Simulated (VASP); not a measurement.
Given:

```yaml
crystal:
  lattice:
    - [1.90977, -3.30781, 0.00000]
    - [1.90977, 3.30781, 0.00000]
    - [0.00000, 0.00000, 6.25625]
  atoms:
    - { symbol: Zn, position: [0.66667, 0.33333, 0.50009] }
    - { symbol: Zn, position: [0.33333, 0.66667, 0.00009] }
    - { symbol: S, position: [0.66667, 0.33333, 0.87491] }
    - { symbol: S, position: [0.33333, 0.66667, 0.37491] }
```

Method: LDA (Ceperley-Alder, Perdew-Zunger), VASP's LDA PAW potentials (set 64) (plane waves; VASP). Run with 520 eV cut-off, 7×7×4 Γ-centred mesh, Gaussian smearing of 0.050 eV, potentials Zn S.

Q: Give the stress tensor in GPa (positive for a compressed cell).

A: 
```
-4.39   0.00   0.00
 0.00  -4.39   0.00
 0.00   0.00  -4.28
```
The pressure is its mean diagonal, -4.35 GPa.

The compound is ZnS in the wurtzite structure, the high-temperature form. This cell is one point of a volume scan, at 1.06 of the reference volume.
